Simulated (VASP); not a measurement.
```
AuCu
1.0
    2.71820     0.00000     0.00000
    0.00000     2.71820     0.00000
    0.00000     0.00000     3.50978
Cu Au
1 1
Cartesian
  0.00000   0.00000   0.00000
  1.35910   1.35910   1.75489
```

All values below come from PBEsol GGA, VASP's PBE PAW potentials (set 64) (plane waves; VASP). Numerical set-up: 500 eV cut-off, 13×13×10 Γ-centred mesh, first-order Methfessel-Paxton smearing of 0.10 eV, potentials Cu Au.

Energy and stress use the plane-wave basis of the starting cell.

Problem. The ions, cell shape and volume at an external pressure of 30.0 GPa are relaxed. What does this cell relax into?

Solution. 
```
AuCu
1.0
    2.69653     0.00000     0.00000
    0.00000     2.69653     0.00000
    0.00000     0.00000     3.44781
Cu Au
1 1
Direct
  0.00000   0.00000   0.00000
  0.50000   0.50000   0.50000
```
Space group P4/mmm (123), at a tolerance of 0.03 Å.

Problem. How do energy and volume change from the first to the last step?

Solution. The energy (σ→0) changes by +66.6 meV/atom and the volume by -3.3 %, in 7 ionic steps.

| step | E(σ→0) (eV) | max force (eV/Å) | pressure (GPa) | volume (Å³) |
|---|---|---|---|---|
| 1 | -8.2098 | 0.000 | 19.92 | 25.93 |
| 2 | -7.4810 | 0.000 | 64.36 | 22.99 |
| 3 | -8.0822 | 0.000 | 29.45 | 25.10 |
| 4 | -8.0752 | 0.000 | 30.05 | 25.07 |
| 5 | -8.0784 | 0.000 | 29.95 | 25.08 |
| 6 | -8.0781 | 0.000 | 29.89 | 25.08 |
| 7 | -8.0766 | 0.000 | 30.04 | 25.07 |

The compound is CuAu in the L1_0 structure. This run relaxes it under an external pressure of 30 GPa. Symmetry was kept, so distortions that lower it aren't found.
